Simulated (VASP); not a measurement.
Write the native input for VASP 6.6.1 that does the following.

- Task: electric field gradients
- Functional: PBE
- Potentials or basis: VASP PAW PBE potentials, release 64 (Al, N)
- Cutoff: 520 eV
- k mesh: 4 × 4 × 2
- Occupations: gaussian, width 0.01 eV
- Spin: no spin polarisation
- Dipole correction: no
- Further INCAR settings: LREAL = Auto; ALGO = Fast; EDIFF = 1e-08; NBANDS = 86

The structure of AlN lies in POSCAR:

```
AlN
1.0
    6.2260000000      0.0000000000      0.0000000000
   -3.1130000000      5.3918741640      0.0000000000
    0.0000000000      0.0000000000      9.9620000000
Al N
16 16
Direct
    0.1666666667      0.3333333333      0.9995074667
    0.1666666667      0.3333333333      0.4995074667
    0.1666666667      0.8333333333      0.9995074667
    0.1666666667      0.8333333333      0.4995074667
    0.6666666667      0.3333333333      0.9995074667
    0.6666666667      0.3333333333      0.4995074667
    0.6666666667      0.8333333333      0.9995074667
    0.6666666667      0.8333333333      0.4995074667
    0.3333333333      0.1666666667      0.2495074667
    0.3333333333      0.1666666667      0.7495074667
    0.3333333333      0.6666666667      0.2495074667
    0.3333333333      0.6666666667      0.7495074667
    0.8333333333      0.1666666667      0.2495074667
    0.8333333333      0.1666666667      0.7495074667
    0.8333333333      0.6666666667      0.2495074667
    0.8333333333      0.6666666667      0.7495074667
    0.1666666667      0.3333333333      0.1904925333
    0.1666666667      0.3333333333      0.6904925333
    0.1666666667      0.8333333333      0.1904925333
    0.1666666667      0.8333333333      0.6904925333
    0.6666666667      0.3333333333      0.1904925333
    0.6666666667      0.3333333333      0.6904925333
    0.6666666667      0.8333333333      0.1904925333
    0.6666666667      0.8333333333      0.6904925333
    0.3333333333      0.1666666667      0.4404925333
    0.3333333333      0.1666666667      0.9404925333
    0.3333333333      0.6666666667      0.4404925333
    0.3333333333      0.6666666667      0.9404925333
    0.8333333333      0.1666666667      0.4404925333
    0.8333333333      0.1666666667      0.9404925333
    0.8333333333      0.6666666667      0.4404925333
    0.8333333333      0.6666666667      0.9404925333
```

The cell was relaxed by an earlier calculation.

The input as run:

INCAR

```
  PREC = Accurate
  ENCUT = 520
  EDIFF = 1E-8
  ISMEAR = 0
  SIGMA = 0.01
  LREAL = Auto
  LASPH = T
  NELM = 100
  ALGO = Fast
  ISIF = 2
  LWAVE = F
  LCHARG = F
  GGA = PE
  LEFG = T
  NBANDS = 86
```

KPOINTS

```
Automatic mesh
0
Gamma
  4 4 2
```

Potentials or basis: VASP PAW PBE potentials, release 64 (Al, N).

Launch:

```bash
$ cat potpaw_PBE.64/Al/POTCAR potpaw_PBE.64/N/POTCAR > POTCAR
$ mpirun -np 1 vasp_std > vasp.out
```

It gave:

- Pressure: 3.4 GPa
- Band gap on the k mesh: 4.19 eV

It took 8.6 min on 1 thread of Intel(R) Xeon(R) Platinum 8375C CPU @ 2.90GHz (Ice Lake), with other jobs on the host, peak memory 0.5 GiB.
